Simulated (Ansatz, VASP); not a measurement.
# Cross-check of Ge between VASP and Ansatz

One calculation is typed for both programs; each brings its own data sets. How far apart do they land? The cell is taken from a series of runs on this material, whose earlier steps may have relaxed, scaled, displaced or heated it; both programs get it as it stands.

Main program and level: Ansatz 0.2.0; plane waves, with VASP 6.6.1 beside it; r2SCAN and r2SCAN, spin-orbit coupling.

## (1) The starting structure

It takes space group Fd-3m (No. 227, cubic). The conventional cell has a = 5.673 Å, b = 5.673 Å, c = 5.673 Å, α = 90.00°, β = 90.00°, γ = 90.00°. Nearest to Ge lie 4 Ge at 2.46 Å.

## (2) VASP: single point, r2SCAN

A single point takes one fixed geometry, so differences don't come from the geometry; what else differs is listed under the comparison.

Lines of VASP's logs that name or quote its potential files are left out, and so is its time.

Contents of INCAR:

```
SYSTEM = Ge
PREC = Accurate
ENCUT = 450
EDIFF = 1E-06
NELM = 120
ISMEAR = 0
SIGMA = 0.01
LREAL = .FALSE.
ALGO = Normal
METAGGA = R2SCAN
LASPH = .TRUE.
NBANDS = 20
LORBIT = 11
LWAVE = .FALSE.
LCHARG = .FALSE.
ISIF = 2
GGA_COMPAT = .FALSE.
EFERMI = MIDGAP
LMIXTAU = .TRUE.
KPAR = 2
```

Contents of POSCAR:

```
Ge
1.0
    0.0000000000      2.8364011076      2.8364011076
    2.8364011076      0.0000000000      2.8364011076
    2.8364011076      2.8364011076      0.0000000000
Ge
2
Direct
    0.0000000000      0.0000000000      0.0000000000
    0.2500000000      0.2500000000      0.2500000000
```

Contents of KPOINTS:

```
Automatic mesh
0
Gamma
10 10 10
0 0 0
```

Potentials, in the order of the species: Ge_d (PBE family, release 64).

On the command line:

```console
$ mpirun -np 2 vasp_std
```

Numbers of over 12 decimals in the logs are rounded to 6 here.

The program printed:

```text
[banner, memory and clock lines left out]
running    2 mpi-ranks, on    1 nodes
 distrk:  each k-point on    1 cores,    2 groups
 distr:  one band on    1 cores,    1 groups

 POSCAR found type information on POSCAR Ge
 POSCAR found :  1 types and       2 ions
|                                                                             |
|               ----> ADVICE to this user running VASP <----                  |
|                                                                             |
|     You enforced a specific xc type in the INCAR file but a different       |
|     [... a line on the potential file left out ...]
|     I HOPE YOU KNOW WHAT YOU ARE DOING!                                     |
|                                                                             |

 LDA part: xc-table for (None), standard interpolation
 POSCAR, INCAR and KPOINTS ok, starting setup
 FFT: planning ... GRIDC
 FFT: planning ... GRID_SOFT
 FFT: planning ... GRID
 WAVECAR not read
 entering main loop
       N       E                     dE             d eps       ncg     rms          rms(c)
DAV:   1     0.156680105575E+03    0.15668E+03   -0.13993E+04  2036   0.363E+03
DAV:   2    -0.565226211185E+01   -0.16233E+03   -0.15811E+03  1884   0.585E+02
DAV:   3    -0.296619318035E+02   -0.24010E+02   -0.23853E+02  2124   0.142E+02
DAV:   4    -0.304236196113E+02   -0.76169E+00   -0.76128E+00  2084   0.299E+01
DAV:   5    -0.304367138307E+02   -0.13094E-01   -0.13094E-01  2148   0.424E+00    0.332E+00
DAV:   6    -0.277375123245E+02    0.26992E+01   -0.35729E-01  2036   0.105E+01    0.194E+00
DAV:   7    -0.279470117289E+02   -0.20950E+00   -0.32111E-01  2472   0.829E+00    0.321E-01
DAV:   8    -0.277462202355E+02    0.20079E+00   -0.12788E-01  1988   0.477E+00    0.127E-01
DAV:   9    -0.277434111941E+02    0.28090E-02   -0.32448E-03  2148   0.591E-01    0.121E-01
DAV:  10    -0.277428712009E+02    0.53999E-03   -0.26477E-05  2204   0.525E-02    0.121E-01
DAV:  11    -0.278061137251E+02   -0.63243E-01   -0.34496E-03  1908   0.623E-01    0.131E-01
DAV:  12    -0.277278794588E+02    0.78234E-01   -0.93228E-03  1888   0.121E+00    0.457E-01
DAV:  13    -0.277246827800E+02    0.31967E-02   -0.48500E-03  2176   0.102E+00    0.771E-01
DAV:  14    -0.277363249125E+02   -0.11642E-01   -0.58817E-03  1884   0.799E-01    0.265E-01
DAV:  15    -0.277376500163E+02   -0.13251E-02   -0.41735E-04  1992   0.178E-01    0.225E-01
DAV:  16    -0.277378811401E+02   -0.23112E-03   -0.45338E-05  2020   0.782E-02    0.170E-01
DAV:  17    -0.277379462877E+02   -0.65148E-04   -0.17183E-04  2052   0.153E-01    0.117E-02
DAV:  18    -0.277380133941E+02   -0.67106E-04   -0.30726E-05  1904   0.522E-02    0.150E-02
DAV:  19    -0.277380355136E+02   -0.22119E-04   -0.10517E-05  1584   0.383E-02    0.161E-02
DAV:  20    -0.277380349336E+02    0.57990E-06   -0.27008E-06  1632   0.251E-02
   1 F= -.27738035E+02 E0= -.27738035E+02  d E =-.180318-120
```

From OUTCAR (step 2):

```text
ion  position               nearest neighbor table
   1  0.000  0.000  0.000-   2 2.46   2 2.46   2 2.46   2 2.46
   2  0.250  0.250  0.250-   1 2.46   1 2.46   1 2.46   1 2.46

  LATTYP: Found a face centered cubic cell.
 ALAT       =     5.6728022152

 Subroutine GETGRP returns: Found 48 space group operations
 (whereof 24 operations were pure point group operations)

The static configuration has the point symmetry T_d .
 The point group associated with its full space group is O_h .

 Found     47 irreducible k-points:

   k-points           NKPTS =     47   k-points in BZ     NKDIM =     47   number of bands    NBANDS=     20

   dimension x,y,z NGX =    28 NGY =   28 NGZ =   28
   dimension x,y,z NGXF=    56 NGYF=   56 NGZF=   56

   ENCUT  =  450.0 eV  33.07 Ry    5.75 a.u.   6.94  6.94  6.94*2*pi/ulx,y,z

   NELECT =      28.0000    total number of electrons

 k-points in reciprocal lattice and weights: Automatic mesh
   0.00000000  0.00000000  0.00000000       0.001
   0.10000000  0.00000000  0.00000000       0.008
   0.20000000  0.00000000  0.00000000       0.008
   0.30000000  0.00000000  0.00000000       0.008
   0.40000000  0.00000000  0.00000000       0.008
   0.50000000  0.00000000  0.00000000       0.004
   0.10000000  0.10000000  0.00000000       0.006
   0.20000000  0.10000000  0.00000000       0.024
   0.30000000  0.10000000  0.00000000       0.024
[...]
-0.30000000  0.40000000  0.20000000       0.024
  -0.30000000  0.50000000  0.20000000       0.012

 average (electrostatic) potential at core
       1 -79.5134       2 -79.5134

 E-fermi :   4.8869

 k-point     1 :       0.0000    0.0000    0.0000
  band No.  band energies     occupation
    ...
     10     -20.4857      2.00000
     11      -8.5191      2.00000
     12       4.7234      2.00000
     13       4.7234      2.00000
     14       4.7234      2.00000
     15       5.0504      0.00000
     16       7.4339      0.00000
     17       7.4339      0.00000
     18       7.4339      0.00000
     19      11.7635      0.00000
    ...

 k-point     2 :       0.1000    0.0000    0.0000
  band No.  band energies     occupation
    ...
     10     -20.4796      2.00000
     11      -8.3919      2.00000
     12       2.8877      2.00000
     13       4.4838      2.00000
     14       4.4838      2.00000
     15       5.9725      0.00000
     16       7.7552      0.00000
     17       7.7552      0.00000
     18       8.0946      0.00000
     19      12.3813      0.00000
    ...

 k-point     3 :       0.2000    0.0000    0.0000
  band No.  band energies     occupation
    ...
     10     -20.4714      2.00000
     11      -8.0175      2.00000
     12       0.8533      2.00000
     13       4.0223      2.00000
     14       4.0223      2.00000
     15       5.8057      0.00000
     16       8.3487      0.00000
     17       8.3488      0.00000
     18       9.8185      0.00000
     19      13.3530      0.00000
    ...

  Total       -0.2341593     -0.2341593     -0.2341593      0.0000000     -0.0000000     -0.0000000
  in kB       -8.2203277     -8.2203277     -8.2203277      0.0000000     -0.0000000     -0.0000000
  external PRESSURE =      -8.2203277 kB  Pullay stress =       0.0000000 kB

  energy-cutoff  :      450.00
  volume of cell :       45.64
      direct lattice vectors                 reciprocal lattice vectors
     0.000000000  2.836401108  2.836401108    -0.176279722  0.176279722  0.176279722
     2.836401108  0.000000000  2.836401108     0.176279722 -0.176279722  0.176279722
     2.836401108  2.836401108  0.000000000     0.176279722  0.176279722 -0.176279722

 POSITION                                       TOTAL-FORCE (eV/Angst)
 -----------------------------------------------------------------------------------
      0.00000      0.00000      0.00000        -0.000000     -0.000000     -0.000000
      1.41820      1.41820      1.41820         0.000000      0.000000      0.000000
 -----------------------------------------------------------------------------------
    total drift:                                0.000000      0.000000      0.000000

  FREE ENERGIE OF THE ION-ELECTRON SYSTEM (eV)
  ---------------------------------------------------
  free  energy   TOTEN  =       -27.7380349336 eV

  energy  without entropy=      -27.7380349336  energy(sigma->0) =      -27.73803493

 total charge
# of ion       s       p       d       tot
------------------------------------------
    1        1.104   1.284  10.022  12.409
    2        1.104   1.284  10.022  12.409
--------------------------------------------------
tot          2.207   2.568  20.043  24.819

[... 3 further parts left out ...]
```

The run ends at a pressure of -0.82 GPa.

(Part 1 of 3 ends here.)

[Lines on the potential files, build, host, timing and source positions are cut from VASP's logs without a mark.]

[Logs are printed without paths, hosts, clocks, repeated set-up lines and the standing remarks that a program may print on its own settings, such as how far it seeks lower states.]

[Hosts, paths, dates, database ids (printed as entryN), source tags and the programs' standing remarks are cut or masked in the printed files.]
